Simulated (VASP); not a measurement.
An input for Ansatz (written as the equivalent of a VASP run, and not itself run):

Ansatz 0.2 input:
```yaml
crystal:
  lattice:
    - [-2.6563377, 2.6563377, 5.1809007]
    - [2.6563377, -2.6563377, 5.1809007]
    - [2.6563377, 2.6563377, -5.1809007]
  atoms:
    - { symbol: Zn, position: [1.0000000, 1.0000000, 1.0000000] }
    - { symbol: Zn, position: [0.7500000, 0.2500000, 0.5000000] }
    - { symbol: Si, position: [0.5000000, 0.5000000, 1.0000000] }
    - { symbol: Si, position: [0.2500000, 0.7500000, 0.5000000] }
    - { symbol: P, position: [0.8750000, 0.8616138, 0.4866138] }
    - { symbol: P, position: [0.1383862, 0.6250000, 0.0133862] }
    - { symbol: P, position: [0.3750000, 0.3883862, 0.5133862] }
    - { symbol: P, position: [0.6116138, 0.1250000, 0.9866138] }
kpoints:
  mp_grid: { grid: [7, 7, 7] }
hamiltonian:
  xc: lda
  pseudopotentials: { kind: paw }
scf:
  occupations: { method: tetrahedron }
  max_iter: 100
output: { forces: true, stress: true, eigenvalues: true }
```

Task: Translate this input to VASP (INCAR, KPOINTS, POSCAR, choice of POTCAR).

Result: Several could match; the one computed here: 
**KPOINTS**
```
kpoints
0
G
7 7 7
0 0 0
```

**POSCAR**
```
ZnSiP2
1
   -2.6563377024     2.6563377024     5.1809006525
    2.6563377024    -2.6563377024     5.1809006525
    2.6563377024     2.6563377024    -5.1809006525
Zn Si P
2 2 4
Direct
  1.0000000000   1.0000000000   1.0000000000
  0.7500000000   0.2500000000   0.5000000000
  0.5000000000   0.5000000000   1.0000000000
  0.2500000000   0.7500000000   0.5000000000
  0.8750000000   0.8616137813   0.4866137813
  0.1383862187   0.6250000000   0.0133862187
  0.3750000000   0.3883862187   0.5133862187
  0.6116137813   0.1250000000   0.9866137813
```

INCAR:
```
# general
SYSTEM  = ZnSiP2
PREC    = Accurate
ENCUT   = 400   # plane-wave cut-off (eV)
LREAL   = .FALSE.   # projection in real space or not
LASPH   = .TRUE.   # aspherical one-centre terms

# electronic loop
EDIFF   = 1E-7
NELM    = 100
ALGO    = Normal   # blocked Davidson
LMAXMIX = 4

# smearing
ISMEAR  = -5   # tetrahedra, Bloechl

# ions
ISIF    = 2   # forces and stress, cell fixed

# output
LWAVE   = .FALSE.
LCHARG  = .TRUE.
LORBIT  = 11   # lm-projected
NEDOS   = 601

# other
LEFG    = .TRUE.
```

POTCAR, in this order: Zn Si P (LDA.64 set). Program: vasp_std.

The two are equivalent in intent, not identical: each code has its own PAW files, so the cut-off isn't converted (ENCUT is set for VASP's; basis.ecutwfc is left out, and Ansatz then takes the one that its files recommend); Ansatz stops its SCF on the density residual and VASP on the energy change (EDIFF); Ansatz's lda is the Perdew-Wang form, while the LDA potentials of VASP carry Perdew-Zunger's; the field gradients of LEFG aren't asked of the other code.

The compound is ZnSiP2 in the chalcopyrite structure. It was relaxed first.
